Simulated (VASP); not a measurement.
Output of a VASP run:

File OSZICAR:
```
       N       E                     dE             d eps       ncg     rms          rms(c)
DAV:   1     0.109066593649E+03    0.10907E+03   -0.14242E+04   504   0.113E+03
DAV:   2    -0.106434533512E+03   -0.21550E+03   -0.21388E+03   535   0.323E+02
DAV:   3    -0.116098540309E+03   -0.96640E+01   -0.94790E+01   524   0.701E+01
DAV:   4    -0.116454507003E+03   -0.35597E+00   -0.34501E+00   590   0.106E+01
DAV:   5    -0.116459670039E+03   -0.51630E-02   -0.51631E-02   511   0.131E+00    0.367E+01
DAV:   6    -0.110022701997E+03    0.64370E+01   -0.28162E+01   518   0.381E+01    0.175E+01
DAV:   7    -0.106605446608E+03    0.34173E+01   -0.40715E+00   439   0.147E+01    0.576E+00
DAV:   8    -0.106453390419E+03    0.15206E+00   -0.96029E-01   424   0.805E+00    0.932E-01
DAV:   9    -0.105387531981E+03    0.10659E+01   -0.18334E-01   574   0.435E+00    0.437E-01
DAV:  10    -0.105262865140E+03    0.12467E+00   -0.25460E-02   495   0.158E+00    0.214E-01
DAV:  11    -0.105235968227E+03    0.26897E-01   -0.25696E-02   439   0.191E+00    0.180E-01
DAV:  12    -0.105201122597E+03    0.34846E-01   -0.19828E-02   486   0.161E+00    0.149E-01
DAV:  13    -0.105143898635E+03    0.57224E-01   -0.15860E-02   482   0.139E+00    0.838E-02
DAV:  14    -0.104971867568E+03    0.17203E+00   -0.86641E-02   506   0.197E+00    0.147E-01
DAV:  15    -0.104978120497E+03   -0.62529E-02   -0.23134E-03   558   0.365E-01    0.155E-01
DAV:  16    -0.104972083217E+03    0.60373E-02   -0.13917E-03   447   0.269E-01    0.161E-01
DAV:  17    -0.104967135636E+03    0.49476E-02   -0.33605E-04   533   0.120E-01    0.159E-01
DAV:  18    -0.104953843351E+03    0.13292E-01   -0.22290E-03   519   0.279E-01    0.125E-01
DAV:  19    -0.104965741817E+03   -0.11898E-01   -0.40911E-03   452   0.302E-01    0.767E-02
DAV:  20    -0.104957212916E+03    0.85289E-02   -0.82988E-04   471   0.194E-01    0.554E-02
DAV:  21    -0.104980334999E+03   -0.23122E-01   -0.27318E-02   413   0.719E-01    0.464E-02
DAV:  22    -0.104982384530E+03   -0.20495E-02   -0.27544E-03   413   0.309E-01    0.384E-02
DAV:  23    -0.104982013631E+03    0.37090E-03   -0.31620E-04   526   0.116E-01    0.374E-02
DAV:  24    -0.104981816847E+03    0.19678E-03   -0.19516E-03   443   0.297E-01    0.244E-02
DAV:  25    -0.104980680956E+03    0.11359E-02   -0.76946E-04   414   0.237E-01    0.274E-02
DAV:  26    -0.104982687824E+03   -0.20069E-02   -0.75696E-04   418   0.198E-01    0.181E-02
DAV:  27    -0.104982412963E+03    0.27486E-03   -0.21837E-04   451   0.762E-02    0.106E-02
DAV:  28    -0.104981801643E+03    0.61132E-03   -0.76989E-04   463   0.194E-01    0.872E-03
DAV:  29    -0.104981094022E+03    0.70762E-03   -0.22178E-04   478   0.135E-01    0.116E-02
DAV:  30    -0.104981332276E+03   -0.23825E-03   -0.22461E-04   413   0.121E-01    0.858E-03
DAV:  31    -0.104981202304E+03    0.12997E-03   -0.15463E-05   436   0.352E-02    0.794E-03
DAV:  32    -0.104982178565E+03   -0.97626E-03   -0.66627E-04   408   0.208E-01    0.313E-03
DAV:  33    -0.104982642110E+03   -0.46354E-03   -0.27504E-04   472   0.143E-01    0.427E-03
DAV:  34    -0.104982660524E+03   -0.18413E-04   -0.47821E-06   405   0.121E-02    0.377E-03
DAV:  35    -0.104982624908E+03    0.35616E-04   -0.26445E-06   414   0.970E-03    0.320E-03
DAV:  36    -0.104982625655E+03   -0.74760E-06   -0.74892E-08   315   0.255E-03
   1 F= -.10498263E+03 E0= -.10498443E+03  d E =0.541308E-02
```

**OUTCAR**
```
------------------------ aborting loop because EDIFF is reached ----------------------------------------
  FORCE on cell =-STRESS in cart. coord.  units (eV):
  Direction    XX          YY          ZZ          XY          YZ          ZX
  --------------------------------------------------------------------------------------
  Total       13.0181992     13.0181969      6.1558936      0.0000026      0.0000000     -0.0000000
  in kB      176.1542317    176.1542001     83.2977501      0.0000352      0.0000000     -0.0000000
  external PRESSURE =     145.2020606 kB  Pullay stress =       0.0000000 kB
  volume of cell :      118.40
      direct lattice vectors                 reciprocal lattice vectors
     2.891651000  0.000000000  0.000000000     0.345823199  0.199661066  0.000000000
    -1.445825000  2.504243000  0.000000000     0.000000000  0.399322270  0.000000000
     0.000000000  0.000000000 16.351066000     0.000000000  0.000000000  0.061158092
 POSITION                                       TOTAL-FORCE (eV/Angst)
 -----------------------------------------------------------------------------------
      0.00000      0.00000      8.17553         0.000000      0.000000      0.000000
     -0.00000      1.66950      9.35106         0.000000     -0.000000      2.888473
      1.44583      0.83475      7.00001        -0.000000      0.000000     -2.888473
 -----------------------------------------------------------------------------------
    total drift:                               -0.000000      0.000000      0.000000
  FREE ENERGIE OF THE ION-ELECTRON SYSTEM (eV)
  ---------------------------------------------------
  free  energy   TOTEN  =      -104.9826256554 eV

  energy  without entropy=     -104.9880387401  energy(sigma->0) =     -104.98443002
```
(Selected blocks of OUTCAR.)

File POSCAR:
```
Ta2N
1
    2.8916510000     0.0000000000     0.0000000000
   -1.4458250000     2.5042430000     0.0000000000
    0.0000000000     0.0000000000    16.3510660000
N Ta
1 2
Direct
  0.0000000000   0.0000000000   0.5000000000
  0.3333330000   0.6666670000   0.5718930000
  0.6666670000   0.3333330000   0.4281070000
```

Task: Write an INCAR and KPOINTS that could have produced this output.

Result: One answer among several that fit: the input of the run itself, r2SCAN meta-GGA, plane waves, VASP's PBE PAW potentials (set 64).

### INCAR
```
SYSTEM = Ta2N
PREC = Accurate
ENCUT = 400
EDIFF = 1E-6
NELM = 100
ALGO = Normal
LREAL = .FALSE.
LASPH = .TRUE.
ISMEAR = 1
SIGMA = 0.272
METAGGA = R2SCAN
LMIXTAU = .TRUE.
LMAXMIX = 6
LWAVE = .FALSE.
LCHARG = .FALSE.
ISIF = 2
```

**KPOINTS**
```
Automatic mesh
0
G
9 9 1
```

POTCAR, in this order: N Ta_pv (PBE.64 set). Program: vasp_std.

At this cut-off the stress carries a Pulay error, which pulls relaxed volumes low. The cell holds a wide vacuum, so values per volume refer to the whole cell.

The cell is a sheet with vacuum, built from a generated structure.
